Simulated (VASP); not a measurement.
An input for Quantum ESPRESSO's pw.x (written as the equivalent of a VASP run, and not itself run):

```
&CONTROL
  calculation = 'scf'
  pseudo_dir = './pseudo'
  outdir = './out'
  tprnfor = .true.
  tstress = .true.
/
&SYSTEM
  ibrav = 0
  nat = 3
  ntyp = 2
  ecutwfc = 84
  occupations = 'smearing'
  smearing = 'gaussian'
  degauss = 0.003675
  input_dft = 'vdw-df2'
/
&ELECTRONS
  conv_thr = 7.3e-09
  electron_maxstep = 100
/
ATOMIC_SPECIES
  Pb 207.200 Pb.upf
  F 18.998 F.upf
CELL_PARAMETERS angstrom
     0.0000000    2.9741964    2.9741964
     2.9741964    0.0000000    2.9741964
     2.9741964    2.9741964    0.0000000
ATOMIC_POSITIONS crystal
  Pb   0.0000000  0.0000000  0.0000000
  F    0.2500000  0.2500000  0.2500000
  F    0.7500000  0.7500000  0.7500000
K_POINTS automatic
  6 6 6 0 0 0
```

Question: Translate this input to VASP (INCAR, KPOINTS, POSCAR, choice of POTCAR).

Answer: One answer among several that fit: 
POSCAR:
```
PbF2
1
    0.0000000000     2.9741963939     2.9741963939
    2.9741963939     0.0000000000     2.9741963939
    2.9741963939     2.9741963939     0.0000000000
Pb F
1 2
Direct
  0.0000000000   0.0000000000   0.0000000000
  0.2500000000   0.2500000000   0.2500000000
  0.7500000000   0.7500000000   0.7500000000
```

### INCAR
```
SYSTEM = PbF2
PREC = Accurate
ENCUT = 520
EDIFF = 1E-7
NELM = 100
ALGO = Normal
LREAL = .FALSE.
LASPH = .TRUE.
ISMEAR = 0
SIGMA = 0.05
GGA = ML
ZAB_VDW = -1.8867
LUSE_VDW = .TRUE.
AGGAC = 0.0
LMAXMIX = 4
LWAVE = .FALSE.
LCHARG = .FALSE.
ISIF = 2
```

### KPOINTS
```
Automatic mesh
0
Gamma
6 6 6
0 0 0
```

POTCAR, in this order: Pb_d F (PBE.64 set). Program: vasp_std.

The two are equivalent in intent, not identical: the potentials are each code's own (VASP's PAW set, PseudoDojo norm-conserving files in pw.x), so ENCUT and ecutwfc are chosen apart and not converted; conv_thr bounds pw.x's estimated SCF error, while EDIFF bounds the energy change between steps.

The compound is PbF2 in the fluorite structure, the β form. This cell is one point of a volume scan, at 0.94 of the reference volume.
